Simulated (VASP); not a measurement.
Computed with PBE GGA, VASP's PBE PAW potentials (set 64) (plane waves; VASP 6.6.1).

Input for VASP

INCAR:
```
ISIF=3   ! ions, shape and volume
LWAVE=.FALSE.
EDIFFG=-0.02   ! ionic stop
NSW=60   ! most ionic steps
NELM=100
LMAXMIX=4   ! l cut-off of mixed one-centre charges
SYSTEM=SnO
ENCUT=520   ! plane-wave cut-off (eV)
LREAL=.FALSE.   ! projection in real space or not
LCHARG=.FALSE.
ISMEAR=1
PREC=Accurate
GGA=PE   ! PBE
ALGO=Normal
EDIFF=1E-6   ! SCF stop (eV)
IBRION=2
SIGMA=0.1   ! width (eV)
LASPH=.TRUE.
```

File KPOINTS:
```
Automatic mesh
0
Gamma
9 9 5
0 0 0
```

File POSCAR:
```
SnO
1
    3.4379764199     0.0000000000     0.0000000000
   -1.7189882100     2.9773747603    -0.0000000000
    0.0000000000    -0.0000000000     6.3027392284
Sn O
2 2
Direct
  0.0000000000   0.0000000000   0.0000000000
  0.0000000000   0.0000000000   0.5000000000
  0.3333330000   0.6666670000   0.2500000000
  0.6666670000   0.3333330000   0.7500000000
```

POTCAR, in this order: Sn_d O (PBE.64 set). Program: vasp_std.

Energy and stress use the plane-wave basis of the starting cell. Unless said otherwise, spin-orbit coupling is left out, though it shifts the bands of the heavy elements here.

Q: What does the run give for the energy per atom (σ→0), volume per atom, band gap (on the k-mesh)?

A: 
| Quantity | Value |
|---|---|
| energy per atom (σ→0) | -5.161 eV/atom |
| band gap (on the k-mesh) | none (metal, semimetal or under 0.01 eV) |
| volume per atom | 16.75 Å³/atom |

File OSZICAR:
```
...
DAV:   2    -0.206447956298E+02    0.31302E-02   -0.14440E-02  1856   0.109E+00    0.146E-01
DAV:   3    -0.206442127027E+02    0.58293E-03   -0.20717E-03  2320   0.584E-01    0.753E-02
DAV:   4    -0.206440516832E+02    0.16102E-03   -0.55056E-04  2304   0.321E-01    0.124E-02
DAV:   5    -0.206440388837E+02    0.12799E-04   -0.50161E-05  2328   0.723E-02    0.618E-03
DAV:   6    -0.206440345950E+02    0.42887E-05   -0.44598E-06  1728   0.188E-02    0.238E-03
DAV:   7    -0.206440335605E+02    0.10345E-05   -0.40650E-07   936   0.765E-03    0.822E-04
DAV:   8    -0.206440335044E+02    0.56094E-07   -0.24403E-07   888   0.599E-03
   8 F= -.20644034E+02 E0= -.20644308E+02  d E =-.547480E-04
```

The structure was generated: SnO was put into the NiAs type type (P6_3/mmc), which need not be its known phase. This run relaxes it. Symmetry was kept, so distortions that lower it aren't found. The start is the result of an earlier pass.
